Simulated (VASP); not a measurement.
# Mo under biaxial strain in the (001) plane

How do stress and energy of Mo follow biaxial strain in the (001) plane?

Calculated with VASP 6.6.1; PBEsol; plane waves and PAW (Mo_sv), in the first sound run; inputs show where later runs differ.

### 1. Set-up

It takes space group Im-3m (No. 229, cubic). The conventional cell has a = 3.150 Å, b = 3.150 Å, c = 3.150 Å, α = 90.00°, β = 90.00°, γ = 90.00°. Mo has 8 Mo at 2.73 Å nearest.

Coordinates:

```xyz
1
Lattice="-1.5750 1.5750 1.5750 1.5750 -1.5750 1.5750 1.5750 1.5750 -1.5750" Properties=species:S:1:pos:R:3 pbc="T T T"
Mo    0.0000    0.0000    0.0000
```

### 2. Relax the crystal, PBEsol

The series starts from the cell that this level prefers, so that zero strain is near zero stress.

This step took 2 runs in a row; the last is shown.

Level: PBEsol; plane waves and PAW (Mo_sv).

Input file INCAR:

```
SYSTEM = Mo
PREC = Accurate
ENCUT = 450
EDIFF = 1E-07
NELM = 120
ISMEAR = 1
SIGMA = 0.15
LREAL = .FALSE.
ALGO = Normal
GGA = PS
NBANDS = 13
LASPH = .TRUE.
LORBIT = 11
LWAVE = .FALSE.
LCHARG = .FALSE.
KPAR = 8
IBRION = 2
NSW = 40
ISIF = 3
EDIFFG = -0.005
POTIM = 0.4
```

Input file POSCAR:

```
Mo
1.0
   -1.5655819394      1.5655819394      1.5655819394
    1.5655819394     -1.5655819394      1.5655819394
    1.5655819394      1.5655819394     -1.5655819394
Mo
1
Direct
    0.0000000000      0.0000000000      0.0000000000
```

Input file KPOINTS:

```
Automatic mesh
0
Gamma
26 26 26
0 0 0
```

PAW data sets: Mo_sv (PBE family, release 64).

The run is started by

```sh
> mpirun -np 8 vasp_std
```

Log:

```text
[banner, memory and clock lines left out]
running    8 mpi-ranks, on    1 nodes
[...]
|                                                                             |
|           W    W    AA    RRRRR   N    N  II  N    N   GGGG   !!!           |
|           W    W   A  A   R    R  NN   N  II  NN   N  G    G  !!!           |
|           W    W  A    A  R    R  N N  N  II  N N  N  G       !!!           |
|           W WW W  AAAAAA  RRRRR   N  N N  II  N  N N  G  GGG   !            |
|           WW  WW  A    A  R   R   N   NN  II  N   NN  G    G                |
|           W    W  A    A  R    R  N    N  II  N    N   GGGG   !!!           |
|                                                                             |
|     For optimal performance we recommend to set                             |
|       NCORE = 2 up to number-of-cores-per-socket                            |
|     NCORE specifies how many cores store one orbital (NPAR=cpu/NCORE).      |
|     This setting can greatly improve the performance of VASP for DFT.       |
[...]
|     You enforced a specific xc type in the INCAR file but a different       |
|     [... a line on the potential file left out ...]
|     I HOPE YOU KNOW WHAT YOU ARE DOING!                                     |
|                                                                             |

 LDA part: xc-table for (Slater+PW92), standard interpolation
 POSCAR, INCAR and KPOINTS ok, starting setup
[...]
entering main loop
       N       E                     dE             d eps       ncg     rms          rms(c)
DAV:   1     0.804807818594E+02    0.80481E+02   -0.74282E+03 13535   0.995E+02
DAV:   2    -0.115735134530E+02   -0.92054E+02   -0.88734E+02 15316   0.290E+02
DAV:   3    -0.125295392986E+02   -0.95603E+00   -0.95425E+00 14776   0.295E+01
DAV:   4    -0.125315574256E+02   -0.20181E-02   -0.20181E-02 15011   0.166E+00
[...]
DAV:  10    -0.117785050717E+02   -0.69807E-05   -0.83488E-06 13896   0.331E-02    0.446E-03
DAV:  11    -0.117785052633E+02   -0.19159E-06   -0.72445E-08 11104   0.292E-03    0.826E-04
DAV:  12    -0.117785051810E+02    0.82241E-07   -0.70165E-09  6998   0.104E-03
   1 F= -.11778505E+02 E0= -.11778698E+02  d E =-.117785E+02
[...]
reached required accuracy - stopping structural energy minimisation
```

Run time: 6.2 s. Hardware: 8 MPI ranks of Intel Xeon 6975P-C (Granite Rapids), shared host; peak memory 1.4 GiB; 36 s of CPU time.

The logs omit lines about the potential files and the build; timing stands in the text.

OUTCAR, selected parts (step 2):

```text
  Total       -0.0005047     -0.0005047     -0.0005047      0.0000000      0.0000000      0.0000000
  in kB       -0.0526770     -0.0526770     -0.0526770      0.0000000      0.0000000      0.0000000
  external PRESSURE =      -0.0526770 kB  Pullay stress =       0.0000000 kB

 POSITION                                       TOTAL-FORCE (eV/Angst)
 -----------------------------------------------------------------------------------
      0.00000      0.00000      0.00000        -0.000000      0.000000      0.000000
 -----------------------------------------------------------------------------------
    total drift:                                0.000000     -0.000000      0.000000

  FREE ENERGIE OF THE ION-ELECTRON SYSTEM (eV)
  ---------------------------------------------------
  free  energy   TOTEN  =       -11.7785051810 eV

  energy  without entropy=      -11.7790832944  energy(sigma->0) =      -11.77869789

 reached required accuracy - stopping structural energy minimisation

[... 3 further parts left out ...]
[key lines of the parts left out:]
E-fermi :  12.7415
```

This run gave:

| Item | Value |
| --- | --- |
| energy(sigma→0) of the program | -11.7787 eV |
| stress, compression positive | xx, yy, zz -0.01, -0.01, -0.01 GPa |
| volume | 15.349 Å³ |
| ionic steps | 1 |

### 3. Strain along the normal, PBEsol

One member in full: the plane is strained by -1 %, and the strain along the normal is moved by secant steps until the normal stress is under 0.012 GPa or five steps are spent; the atoms relax at each step.

This step took 4 runs, each at a new trial strain with the atoms of the one before; the last is shown.

Level: PBEsol; plane waves and PAW (Mo_sv).

INCAR, as its differences from that of step 2:

```diff
@@ -15,7 +15,7 @@
 LCHARG = .FALSE.
-KPAR = 8
-IBRION = 2
-NSW = 40
-ISIF = 3
-EDIFFG = -0.005
-POTIM = 0.4
+KPAR = 2
+IBRION = 1
+NSW = 25
+ISIF = 2
+EDIFFG = -0.004
+POTIM = 0.3
```

Input file POSCAR:

```
Mo
1.0
   -1.5499261200      1.5499261200      1.5765658730
    1.5499261200     -1.5499261200      1.5765658730
    1.5499261200      1.5499261200     -1.5765658730
Mo
1
Direct
    0.0000000000      0.0000000000      0.0000000000
```

KPOINTS is that of step 2.

The run is started by

```sh
> mpirun -np 2 vasp_std
```

Log:

```text
[banner, memory and clock lines left out]
running    2 mpi-ranks, on    1 nodes
[...]
[... a notice as in an earlier step ...]

 LDA part: xc-table for (Slater+PW92), standard interpolation
 POSCAR, INCAR and KPOINTS ok, starting setup
[...]
entering main loop
       N       E                     dE             d eps       ncg     rms          rms(c)
DAV:   1     0.810103706265E+02    0.81010E+02   -0.74430E+03 35204   0.997E+02
DAV:   2    -0.115156297680E+02   -0.92526E+02   -0.89107E+02 39980   0.291E+02
DAV:   3    -0.125094535050E+02   -0.99382E+00   -0.99142E+00 38575   0.299E+01
DAV:   4    -0.125115758880E+02   -0.21224E-02   -0.21223E-02 39235   0.168E+00
[...]
DAV:  10    -0.117728093357E+02   -0.69265E-05   -0.84613E-06 36130   0.337E-02    0.471E-03
DAV:  11    -0.117728095299E+02   -0.19418E-06   -0.78037E-08 29319   0.303E-03    0.744E-04
DAV:  12    -0.117728094415E+02    0.88457E-07   -0.72274E-09 18475   0.105E-03
   1 F= -.11772809E+02 E0= -.11772966E+02  d E =-.117728E+02
 BRION: g(F)=  0.457E-62 g(S)=  0.000E+00
 reached required accuracy - stopping structural energy minimisation
```

Wall time 43 s (2 MPI ranks); peak memory 0.58 GiB; 68 s of CPU time.

OUTCAR, selected parts (step 3):

```text
  Total        0.5399933      0.5399933     -0.0000761      0.0000000      0.0000000      0.0000000
  in kB       57.1090417     57.1090417     -0.0080521      0.0000000      0.0000000      0.0000000
  external PRESSURE =      38.0700104 kB  Pullay stress =       0.0000000 kB

 POSITION                                       TOTAL-FORCE (eV/Angst)
 -----------------------------------------------------------------------------------
      0.00000      0.00000      0.00000         0.000000      0.000000     -0.000000
 -----------------------------------------------------------------------------------
    total drift:                                0.000000     -0.000000      0.000000

  FREE ENERGIE OF THE ION-ELECTRON SYSTEM (eV)
  ---------------------------------------------------
  free  energy   TOTEN  =       -11.7728094415 eV

  energy  without entropy=      -11.7732776876  energy(sigma->0) =      -11.77296552

[... 1 part as in an earlier step ...]

[... 3 further parts left out ...]
[key lines of the parts left out:]
E-fermi :  12.9611
```

Read from the output:

```
energy(sigma→0) of the program : -11.7730 eV
stress, compression positive   : xx, yy, zz 5.71, 5.71, 0.00 GPa
ionic steps                    : 1
```

### 4. The whole series

The other members went through these steps as far as the tables show, with the same cutoff and, step by step, the same mesh; 31 runs are not shown. The session took 0.76 core hours (wall time by ranks) on a shared machine.

| in-plane strain (%) | strain along the normal (%) | in-plane stress, tension positive (GPa) | energy above the unstrained row, extrapolated to no smearing (meV/atom) |
| --- | --- | --- | --- |
| -2.000 | 1.473 | -11.677 | 22.570 |
| -1.500 | 1.079 | -8.658 | 12.737 |
| -1.000 | 0.702 | -5.711 | 5.732 |
| -0.500 | 0.344 | -2.820 | 1.511 |
| 0 | 0.000 | 0.005 | 0.000 |
| 0.500 | -0.327 | ? | ? |
| 1.000 | -0.649 | 5.442 | 5.024 |
| 1.500 | -0.966 | 8.000 | 11.429 |
| 2.000 | -1.286 | 10.414 | 20.228 |

### 5. Stress from the known rows

A least-squares parabola through the 8 rows shown, with e the strain in %: stress = − 0.1585 e² + 5.540 e + 0.01301 (GPa), r.m.s. residual 0.030 GPa.

At e = 0.5 this predicts 2.743 GPa.

### 6. The withheld row

The calculation gives 2.770 GPa, so the prediction is 0.027 GPa too low, within twice the residual of the fit.

Slopes at zero strain, from cubics through all rows: strain ratio -0.671, stress over strain 559 GPa.

### 7. What came out

| Property | Result |
| --- | --- |
| error of the predicted stress | -0.027 GPa |
| ratio of normal to in-plane strain | -0.671 |
| biaxial modulus | 559 GPa |

In words: As a check, the curvature of the energy gives 563 GPa for the same modulus (energy per volume = M × strain²), 1 % from the slope of the stress. The energy also has a linear term worth 0.14 GPa that the stress column lacks, a mark of the finite basis or of the smearing. These are static values: temperature and zero-point motion are left out. In a metal the slopes also depend on mesh and smearing, which were held through the series.

[Lines on the potential files, build, host, timing and source positions are cut from VASP's logs without a mark.]

[Logs are printed without paths, hosts, clocks, repeated set-up lines and the standing remarks that a program may print on its own settings, such as how far it seeks lower states.]

[Hosts, paths, dates, database ids (printed as entryN), source tags and the programs' standing remarks are cut or masked in the printed files.]

[In band tables of VASP the shares of atoms and orbitals are scaled to a sum of 1 inside the atoms' spheres.]
